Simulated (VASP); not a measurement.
ZnO (wurtzite), at 0.96 of the tabulated volume:

```
ZnO
1.0
    1.60304    -2.77654     0.00000
    1.60304     2.77654     0.00000
    0.00000     0.00000     5.13959
Zn O
2 2
Direct
  0.66667   0.33333   0.50000
  0.33333   0.66667   0.00000
  0.66667   0.33333   0.88200
  0.33333   0.66667   0.38200
```

The lowest empty band near Γ, direction c, from mBJ (TB09) with spin-orbit coupling in VASP (PAW); its two spin partners are averaged. The gap over the points computed is 2.58 eV, and the next band on that side lies 4.74 eV away at the edge.

Run with 520 eV cut-off, 9×9×5 Γ-centred mesh, Gaussian smearing of 0.050 eV, potentials Zn O.

```
distance from the edge in k (1/Å)  distance in energy (meV)
---------------------------------  ------------------------
0.018                                                   3.8
0.025                                                   7.3
0.035                                                  14.2
0.050                                                  28.8
0.070                                                  56.0
```

Task: Fit E(1 + αE) = ħ²k²/2m* (ħ²/2m0 = 3.810 eV Å²) and predict the row at 0.095 1/Å.

Result: Least squares on the energies gives the electron mass m* = 0.327 m0 and α = 0.34 per eV, and so 101.6 meV. The run gave 101.9 meV, +0.3 meV from the fit.

Left out are points under 3 meV from the edge, since the levels carry 0.1 meV, and points farther than half the way to the next band.

The compound is ZnO in the wurtzite structure. The cell was not relaxed at this level.
